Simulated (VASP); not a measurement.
Consider the following.

```
CELL_PARAMETERS angstrom
      1.35307    -2.34359     0.00000
      1.35307     2.34359     0.00000
      0.00000     0.00000     4.92069
ATOMIC_POSITIONS crystal
  Zn 0.33333 0.66667 0.25000
  Zn 0.66667 0.33333 0.75000
```

The numbers are results of revPBE GGA, VASP's PBE PAW potentials (set 64) (plane waves; VASP), not measurements. Numerical set-up: 520 eV cut-off, Gaussian smearing of 0.050 eV, potentials Zn.

Task: Give the energies of bands 8 to 15 at the high-symmetry points, in eV from the Fermi level.

Result: 
```json
[
 {"band": "8", "Γ": "-7.25", "M": "-7.04", "K": "-7.17", "A": "-7.50", "L": "-7.05", "H": "-7.38"},
 {"band": "9", "Γ": "-7.25", "M": "-6.88", "K": "-7.12", "A": "-7.12", "L": "-6.87", "H": "-7.04"},
 {"band": "10", "Γ": "-7.04", "M": "-6.86", "K": "-7.12", "A": "-7.12", "L": "-6.87", "H": "-7.04"},
 {"band": "11", "Γ": "-7.04", "M": "-2.81", "K": "-0.12", "A": "-7.12", "L": "-1.81", "H": "0.87"},
 {"band": "12", "Γ": "-3.41", "M": "-2.23", "K": "-0.12", "A": "-7.12", "L": "-1.81", "H": "0.87"},
 {"band": "13", "Γ": "-2.78", "M": "2.74", "K": "0.07", "A": "4.92", "L": "0.03", "H": "1.76"},
 {"band": "14", "Γ": "14.13", "M": "3.53", "K": "5.03", "A": "4.92", "L": "0.03", "H": "1.76"},
 {"band": "15", "Γ": "16.74", "M": "4.11", "K": "6.07", "A": "18.05", "L": "10.28", "H": "1.98"}
]
```

It has no gap at this level: it comes out as a metal or semimetal.

The compound is Zn in the hcp structure. It was relaxed first.
